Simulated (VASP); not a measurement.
Given:

```yaml
crystal:
  lattice:
    - [6.38953, 0.00000, 0.00000]
    - [0.00000, 6.38953, 0.00000]
    - [0.00000, 0.00000, 6.38953]
  atoms:
    - { symbol: Cs, position: [0.00000, 0.00000, 0.00000] }
    - { symbol: Sn, position: [0.50000, 0.50000, 0.50000] }
    - { symbol: I, position: [0.50000, 0.00000, 0.50000] }
    - { symbol: I, position: [0.00000, 0.50000, 0.50000] }
    - { symbol: I, position: [0.50000, 0.50000, 0.00000] }
```

Level of theory: RPBE GGA, VASP's PBE PAW potentials (set 64) (plane waves; VASP 6.6.1). Settings: 520 eV cut-off, 4×4×4 Γ-centred mesh, tetrahedra with Blöchl corrections, potentials Cs_sv Sn_d I.

The cores are frozen, which limits the accuracy of field gradients.

Task: Give the principal components of the electric field gradient (V/Å²) and the asymmetry η at each nucleus.

Result: 
| atom | Vxx | Vyy | Vzz | η |
|---|---|---|---|---|
| Cs1 | 0.0 | 0.0 | 0.0 | - |
| Sn2 | 0.0 | 0.0 | 0.0 | - |
| I3 | -195.6 | -195.6 | 391.1 | 0.00 |
| I4 | -195.6 | -195.6 | 391.1 | 0.00 |
| I5 | -195.6 | -195.6 | 391.1 | 0.00 |

The compound is CsSnI3 in the cubic perovskite structure, the ideal cubic form; the compound distorts at low or room temperature. It was relaxed first, which changed the volume by +8 %.
